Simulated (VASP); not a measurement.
Here is the system:

```xyz
3
Lattice="0.0000 3.1289 3.1289 3.1289 0.0000 3.1289 3.1289 3.1289 0.0000" Properties=species:S:1:pos:R:3 pbc="T T T"
Pt     0.0000     0.0000     0.0000
Se     1.5645     1.5645     1.5645
Se     4.6934     4.6934     4.6934
```

Level of theory: r2SCAN meta-GGA, VASP's PBE PAW potentials (set 64) (plane waves; VASP). Numerical set-up: 400 eV cut-off, 10×10×10 Γ-centred mesh, tetrahedra with Blöchl corrections, potentials Pt Se.

Give the energies of bands 3 to 14 at the high-symmetry points, in eV from the Fermi level.

```json
[
 {"band": "3", "Γ": "-7.21", "X": "-8.69", "U": "-8.27", "L": "-6.48", "W": "-8.18"},
 {"band": "4", "Γ": "-7.21", "X": "-6.14", "U": "-6.65", "L": "-6.48", "W": "-7.30"},
 {"band": "5", "Γ": "-7.21", "X": "-6.14", "U": "-5.94", "L": "-5.94", "W": "-5.32"},
 {"band": "6", "Γ": "-4.20", "X": "-4.96", "U": "-5.30", "L": "-4.05", "W": "-5.32"},
 {"band": "7", "Γ": "-4.20", "X": "-4.96", "U": "-4.71", "L": "-4.05", "W": "-4.94"},
 {"band": "8", "Γ": "-1.50", "X": "-4.10", "U": "-3.77", "L": "-4.03", "W": "-3.91"},
 {"band": "9", "Γ": "-1.50", "X": "-3.86", "U": "-3.59", "L": "-4.03", "W": "-3.25"},
 {"band": "10", "Γ": "-1.50", "X": "-2.83", "U": "-2.31", "L": "-3.93", "W": "-1.62"},
 {"band": "11", "Γ": "0.02", "X": "0.36", "U": "-0.88", "L": "-2.63", "W": "-1.62"},
 {"band": "12", "Γ": "0.02", "X": "1.27", "U": "0.68", "L": "0.13", "W": "-0.02"},
 {"band": "13", "Γ": "0.02", "X": "1.27", "U": "0.85", "L": "0.13", "W": "1.72"},
 {"band": "14", "Γ": "1.94", "X": "1.84", "U": "2.63", "L": "4.62", "W": "2.94"}
]
```

It has no gap at this level: it comes out as a metal or semimetal.

The structure was generated: PtSe2 was put into the fluorite type (Fm-3m), which need not be its known phase. It was relaxed first, which changed the volume by +12 %.
